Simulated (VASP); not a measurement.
Input for VASP

POSCAR:
```
InAs
1
    0.0000000000     3.0570875758     3.0570875758
    3.0570875758     0.0000000000     3.0570875758
    3.0570875758     3.0570875758     0.0000000000
In As
1 1
Direct
  0.0000000000   0.0000000000   0.0000000000
  0.2500000000   0.2500000000   0.2500000000
```

### KPOINTS
```
Automatic mesh
0
Gamma
12 12 12
0 0 0
```

### INCAR
```
! general
SYSTEM  = InAs
PREC    = Accurate
ENCUT   = 520
LREAL   = .FALSE.
LASPH   = .TRUE.

! electronic loop
EDIFF   = 1E-7
NELM    = 100
ALGO    = Normal
LMAXMIX = 4

! smearing
ISMEAR  = -5

! functional
GGA     = PE
IVDW    = 12

! ions
ISIF    = 2

! output
LWAVE   = .FALSE.
LCHARG  = .TRUE.
LORBIT  = 11
NEDOS   = 601
```

POTCAR, in this order: In_d As (PBE.64 set). Program: vasp_std.

Translate this PBE-D3(BJ) calculation to Ansatz.

One equivalent input (not run):
Ansatz 0.2 input:
```yaml
crystal:
  lattice:
    - [0.0000000, 3.0570876, 3.0570876]
    - [3.0570876, 0.0000000, 3.0570876]
    - [3.0570876, 3.0570876, 0.0000000]
  atoms:
    - { symbol: In, position: [0.0000000, 0.0000000, 0.0000000] }
    - { symbol: As, position: [0.2500000, 0.2500000, 0.2500000] }
kpoints:
  mp_grid: { grid: [12, 12, 12] }
hamiltonian:
  xc: pbe
  dispersion: d3bj
  pseudopotentials: { kind: paw }
scf:
  occupations: { method: tetrahedron }
  max_iter: 100
output: { forces: true, stress: true, eigenvalues: true }
```
What does not carry over: each code has its own PAW files, so the cut-off isn't converted (ENCUT is set for VASP's; basis.ecutwfc is left out, and Ansatz then takes the one that its files recommend); Ansatz stops its SCF on the density residual and VASP on the energy change (EDIFF).

The compound is InAs in the zinc blende structure. It was relaxed first.
